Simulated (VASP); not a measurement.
SrTiO3: band structure with PBEsol

Crystal: SrTiO3.

```xyz
5
Lattice="3.8947 0.0000 0.0000 0.0000 3.8947 0.0000 0.0000 0.0000 3.8947" Properties=species:S:1:pos:R:3 pbc="T T T"
Sr    1.9474    1.9474    1.9474
Ti    0.0000    0.0000    0.0000
O     1.9474    0.0000    0.0000
O     0.0000    1.9474    0.0000
O     0.0000    0.0000    1.9474
```

| Quantity | Value |
| --- | --- |
| Program | VASP 6.6.1 |
| Task | band structure |
| Functional | PBEsol |
| Potentials or basis | VASP PAW PBE potentials, release 64 (Sr_sv, Ti_sv, O) |
| Cutoff | 520 eV |
| k mesh | 6 × 6 × 6 |
| Occupations | gaussian, width 0.03 eV |
| Spin | spin-orbit coupling, no magnetisation |
| Further INCAR settings | ALGO = Normal; EDIFF = 1e-06; NBANDS = 57 |

```json
{
  "Pressure": "0.2 GPa",
  "Valence electrons inside the program's atomic spheres": "Sr 7.99; Ti 10.35; O 5.04"
}
```

Wall time 4 min on 1 thread of Intel(R) Xeon(R) Platinum 8488C (Sapphire Rapids), on a shared host, peak memory 0.38 GiB.

Caveat: the PAW data sets were made with another functional, which shifts forces and pressure a little.
